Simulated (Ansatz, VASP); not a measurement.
# NiSeS (1T-NiSSe monolayer): VASP beside Ansatz, part 2 of 2

Wanted: the spread between two codes on one cell, functional and k mesh. The structure shown is the start of the Ansatz relaxation below; VASP solves that cell, so the two are compared at the walk's first step.

VASP 6.6.1 and Ansatz 0.2.0.

So far: Starting point; Ansatz: relaxation, PBE with D3(BJ).

## 3. VASP: single point, PBE with D3(BJ), start cell

Level of this step: PBE with D3(BJ), no spin polarisation; plane waves and PAW (Se, Ni, S) (VASP).

The same cell, functional, mesh and smearing now go to VASP, with its own data sets.

Lines of VASP's logs that name or quote its potential files are left out, and so is its time.

INCAR

```
SYSTEM = NiSeS
PREC = Accurate
ENCUT = 520
EDIFF = 1E-06
NELM = 120
ISMEAR = -1
SIGMA = 0.05
LREAL = .FALSE.
ALGO = Normal
GGA = PE
IVDW = 12
NBANDS = 17
LASPH = .TRUE.
LORBIT = 11
LWAVE = .FALSE.
LCHARG = .FALSE.
ISIF = 2
LDIPOL = .TRUE.
IDIPOL = 3
DIPOL = 0.5 0.5 0.502
LVHAR = .TRUE.
GGA_COMPAT = .FALSE.
EFERMI = MIDGAP
NELMDL = -8
```

POSCAR

```
NiSeS
1.0
    3.4500000000      0.0000000000      0.0000000000
   -1.7250000000      2.9877880000      0.0000000000
    0.0000000000      0.0000000000     35.2210170000
Se Ni S
1 1 1
Direct
    0.6666666109      0.3333332218      0.4698898956
    0.0000000000      0.0000000000      0.5045398888
    0.3333332218      0.6666664435      0.5301101044
```

KPOINTS

```
Automatic mesh
0
Gamma
12 12 1
0 0 0
```

PAW data sets: Se, Ni and S (PBE family, release 64).

Command:

```
$ mpirun -np 1 vasp_std
```

Numbers of over 12 decimals in the logs are rounded to 6 here.

What it wrote:

```text
[banner, memory and clock lines left out]
running    1 mpi-ranks, on    1 nodes
 distrk:  each k-point on    1 cores,    1 groups
 distr:  one band on    1 cores,    1 groups

 POSCAR found type information on POSCAR SeNiS
 POSCAR found :  3 types and       3 ions
 LDA part: xc-table for (Slater+PW92), standard interpolation
 POSCAR, INCAR and KPOINTS ok, starting setup
 FFT: planning ... GRIDC
 FFT: planning ... GRID_SOFT
 FFT: planning ... GRID
 WAVECAR not read
 entering main loop
       N       E                     dE             d eps       ncg     rms          rms(c)
DAV:   1     0.163144999398E+03    0.16314E+03   -0.70244E+03   654   0.908E+02
DAV:   2     0.766266640623E+01   -0.15548E+03   -0.14586E+03   898   0.206E+02
DAV:   3    -0.151336017822E+02   -0.22796E+02   -0.22330E+02   775   0.851E+01
DAV:   4    -0.159185870409E+02   -0.78499E+00   -0.78353E+00   909   0.197E+01
DAV:   5    -0.159342732604E+02   -0.15686E-01   -0.15683E-01   977   0.252E+00
DAV:   6    -0.159348280226E+02   -0.55476E-03   -0.55472E-03  1033   0.434E-01
DAV:   7    -0.159348410612E+02   -0.13039E-04   -0.13038E-04  1000   0.565E-02
DAV:   8    -0.159348415779E+02   -0.51668E-06   -0.51628E-06   881   0.917E-03    0.185E+01
DAV:   9    -0.231591195173E+02   -0.72243E+01   -0.65975E+01   683   0.178E+02    0.341E+01
DAV:  10    -0.160719095712E+02    0.70872E+01   -0.92360E+00   832   0.671E+01    0.165E+01
DAV:  11    -0.137635394312E+02    0.23084E+01   -0.14486E+01   873   0.910E+01    0.733E+00
DAV:  12    -0.134795361206E+02    0.28400E+00   -0.34783E+00   888   0.312E+01    0.186E+00
DAV:  13    -0.134793530591E+02    0.18306E-03   -0.21347E-01   831   0.423E+00    0.103E+00
DAV:  14    -0.134759273710E+02    0.34257E-02   -0.84677E-03   979   0.990E-01    0.660E-01
[...]
DAV:  22    -0.134736791396E+02   -0.21833E-04   -0.27255E-06   712   0.174E-02    0.140E-02
DAV:  23    -0.134737196308E+02   -0.40491E-04   -0.30261E-06   649   0.200E-02    0.517E-03
DAV:  24    -0.134737376097E+02   -0.17979E-04   -0.11871E-06   699   0.630E-03    0.161E-03
DAV:  25    -0.134737484215E+02   -0.10812E-04   -0.17019E-07   711   0.414E-03    0.661E-04
DAV:  26    -0.134737578598E+02   -0.94384E-05   -0.23481E-07   627   0.402E-03    0.104E-03
DAV:  27    -0.134737600315E+02   -0.21717E-05   -0.37953E-08   735   0.278E-03    0.552E-04
DAV:  28    -0.134737619858E+02   -0.19543E-05   -0.39321E-08   621   0.159E-03    0.429E-04
DAV:  29    -0.134737624061E+02   -0.42027E-06   -0.61700E-09   718   0.902E-04
   1 F= -.14233053E+02 E0= -.14231428E+02  d E =-.325089E-02
```

From OUTCAR (step 3):

```text
ion  position               nearest neighbor table
   1  0.667  0.333  0.470-   2 2.34   2 2.34   2 2.34
   2  0.000  0.000  0.505-   3 2.19   3 2.19   3 2.19   1 2.34   1 2.34   1 2.34
   3  0.333  0.667  0.530-   2 2.19   2 2.19   2 2.19

  LATTYP: Found a hexagonal cell.
 ALAT       =     3.4500000000
 C/A-ratio  =    10.2089904348

 Subroutine GETGRP returns: Found  6 space group operations
 (whereof  6 operations were pure point group operations)

The static configuration has the point symmetry C_3v.

 Found     19 irreducible k-points:

   k-points           NKPTS =     19   k-points in BZ     NKDIM =     19   number of bands    NBANDS=     17

   dimension x,y,z NGX =    28 NGY =   28 NGZ =  270
   dimension x,y,z NGXF=    56 NGYF=   56 NGZF=  540

   ENCUT  =  520.0 eV  38.22 Ry    6.18 a.u.   6.41  6.41 65.49*2*pi/ulx,y,z

   NELECT =      22.0000    total number of electrons

 k-points in reciprocal lattice and weights: Automatic mesh
   0.00000000  0.00000000  0.00000000       0.007
   0.08333333 -0.00000000  0.00000000       0.042
   0.16666667  0.00000000  0.00000000       0.042
   0.25000000  0.00000000  0.00000000       0.042
   0.33333333 -0.00000000  0.00000000       0.042
   0.41666667 -0.00000000  0.00000000       0.042
   0.50000000  0.00000000  0.00000000       0.021
   0.08333333  0.08333333  0.00000000       0.042
   0.16666667  0.08333333  0.00000000       0.083
[...]
0.33333333  0.25000000  0.00000000       0.083
   0.33333333  0.33333333  0.00000000       0.014

 dipolmoment           0.000000      0.000000      0.038502 electrons x Angstroem

 average (electrostatic) potential at core
       1 -62.5804       2 -96.0184       3 -95.6809

 E-fermi :  -3.3888

 k-point     1 :       0.0000    0.0000    0.0000
  band No.  band energies     occupation
    ...
      7      -6.4307      2.00000
      8      -5.2700      2.00000
      9      -4.1873      2.00000
     10      -3.9262      1.99996
     11      -3.9262      1.99996
     12      -2.0512      0.00000
     13      -2.0512      0.00000
     14       0.6614      0.00000
     15       1.3051      0.00000
     16       1.3791      0.00000
    ...

 k-point     2 :       0.0833   -0.0000    0.0000
  band No.  band energies     occupation
    ...
      7      -6.4833      2.00000
      8      -5.3208      2.00000
      9      -4.4391      2.00000
     10      -4.0727      2.00000
     11      -3.9602      1.99998
     12      -2.3348      0.00000
     13      -2.0535      0.00000
     14       0.8011      0.00000
     15       1.4863      0.00000
     16       1.5003      0.00000
    ...

 k-point     3 :       0.1667    0.0000    0.0000
  band No.  band energies     occupation
    ...
      7      -6.6187      2.00000
      8      -5.6322      2.00000
      9      -4.9198      2.00000
     10      -4.4642      2.00000
     11      -3.7269      1.99769
     12      -2.9922      0.00072
     13      -2.0447      0.00000
     14       1.1378      0.00000
     15       1.8183      0.00000
     16       1.8497      0.00000
    ...

 Edisp (eV)   -0.75929

  Total       2.22902     2.22902     3.23446     0.00000     0.00000     0.00000
  in kB       9.83678     9.83678    14.27388     0.00000     0.00000     0.00000
  external pressure =       11.32 kB  Pullay stress =        0.00 kB

  energy-cutoff  :      520.00
  volume of cell :      363.05
      direct lattice vectors                 reciprocal lattice vectors
     3.450000000  0.000000000  0.000000000     0.289855072  0.167347884  0.000000000
    -1.725000000  2.987788000  0.000000000     0.000000000  0.334695768  0.000000000
     0.000000000  0.000000000 35.221017000     0.000000000  0.000000000  0.028392139

 POSITION                                       TOTAL-FORCE (eV/Angst)
 -----------------------------------------------------------------------------------
      1.72500      0.99593     16.55000        -0.000000     -0.000000     -1.049288
      0.00000      0.00000     17.77041        -0.000000     -0.000000     -1.128521
      0.00000      1.99186     18.67102         0.000000      0.000000      2.177809
 -----------------------------------------------------------------------------------
    total drift:                                0.000000      0.000377      0.000212

  FREE ENERGIE OF THE ION-ELECTRON SYSTEM (eV)
  ---------------------------------------------------
  free  energy   TOTEN  =       -14.2330533446 eV

  energy  without entropy=      -14.2298024570  energy(sigma->0) =      -14.23142790

 vacuum level on the upper side and lower side of the slab         1.937         1.261

 total charge
# of ion       s       p       d       tot
------------------------------------------
    1        1.494   2.253   0.062   3.809
    2        0.509   0.727   8.374   9.610
    3        1.364   2.302   0.000   3.666
--------------------------------------------------
tot          3.367   5.283   8.436  17.086

[... 3 further parts left out ...]
```

## 4. Differences

Known differences besides the potentials themselves: Ansatz cuts the interaction across the vacuum, VASP repeats the sheet with a dipole correction; the data sets hold 40 valence electrons in Ansatz (on its PAW soft_1 files) and 22 in VASP; the cutoff is 420 eV in Ansatz and 520 eV in VASP. Total energies have different zeros and are not compared.

Forces (eV/Å; atoms numbered as in POSCAR):

```csv
atom,"Ansatz x, y, z","VASP x, y, z"
Se1,"0.000, 0.000, -1.053","0.000, 0.000, -1.049"
Ni2,"0.000, 0.000, -1.161","0.000, 0.000, -1.129"
S3,"0.000, 0.000, 2.214","0.000, 0.000, 2.178"
```

The forces differ by 16 meV/Å r.m.s., which is 1.8 % of the r.m.s. force of 0.889 eV/Å (both taken over all components). With vacuum in the cell, a pressure given here is an average over mostly empty space and none of the material.

## 5. Results

```json
{
 "r.m.s. force difference (single point, PBE with D3(BJ), start cell)": "1.8 % of the r.m.s. force"
}
```

**Reading.** The r.m.s. force difference is 1.8 % of the r.m.s. force (single point, PBE with D3(BJ), start cell), within the 3 % picked in this series as the mark of a large difference. The data sets hold unlike numbers of valence electrons (40 in Ansatz and 22 in VASP), so part of the differences comes from the potentials. 1 further run of this series is not shown here. Such differences can come from data sets, numerical settings and the points named under the comparisons, not from the functional's error against experiment.

[Lines on the potential files, build, host, timing and source positions are cut from VASP's logs without a mark.]

[Logs are printed without paths, hosts, clocks, repeated set-up lines and the standing remarks that a program may print on its own settings, such as how far it seeks lower states.]

[Hosts, paths, dates, database ids (printed as entryN), source tags and the programs' standing remarks are cut or masked in the printed files.]
